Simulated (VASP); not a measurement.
Input:

```
CELL_PARAMETERS angstrom
      5.25918     0.00000     0.00000
      0.00000     5.25918     0.00000
      0.00000     0.00000     5.25918
ATOMIC_POSITIONS crystal
  Zr 0.14761 0.14761 0.14761
  Zr 0.64761 0.35239 0.85239
  Zr 0.85239 0.64761 0.35239
  Zr 0.35239 0.85239 0.64761
  Si 0.84122 0.84122 0.84122
  Si 0.34122 0.65878 0.15878
  Si 0.15878 0.34122 0.65878
  Si 0.65878 0.15878 0.34122
```

Calculation: PBEsol GGA, VASP's PBE PAW potentials (set 64) (plane waves; VASP). Settings: 400 eV cut-off, Gaussian smearing of 0.050 eV, potentials Zr_sv Si.

Task: Estimate the band gap (along the path) with the smallest direct gap where there is one.

Result: 
The band gap (along the path) is none (metal, semimetal or under 0.01 eV).

Total energies compare only between runs with the same potentials, cut-off and functional.

The structure was generated: ZrSi was put into the FeSi type (P2_13), which need not be its known phase. It was relaxed first, which changed the volume by +7 %.
